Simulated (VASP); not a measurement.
```
TiTe2
1.0
    3.69273     0.00000     0.00000
   -1.84636     3.19800     0.00000
    0.00000     0.00000     6.36324
Ti Te
1 2
Direct
  0.00000   0.00000   0.00000
  0.66667   0.33333   0.27207
  0.33333   0.66667   0.72793
```

All values below come from PBE GGA with D3 dispersion (Becke-Johnson damping), VASP's PBE PAW potentials (set 64) (plane waves; VASP). Numerical set-up: 400 eV cut-off, 11×11×6 Γ-centred mesh, tetrahedra with Blöchl corrections, potentials Ti_sv Te.

Unless said otherwise, spin-orbit coupling is left out, though it shifts the bands of the heavy elements here.

Question: Estimate the energy per atom (σ→0), band gap (on the k-mesh) with the smallest direct gap where there is one.

Answer: 
| Item | Value |
|---|---|
| band gap (on the k-mesh) | none (metal, semimetal or under 0.01 eV) |
| energy per atom (σ→0) | -5.904 eV/atom |

Total energies compare only between runs with the same potentials, cut-off and functional.

The structure comes from a measured TiTe2 entry (P-3m1) of the Crystallography Open Database, whose conditions weren't checked. It was relaxed first, which changed the volume by -6 %.
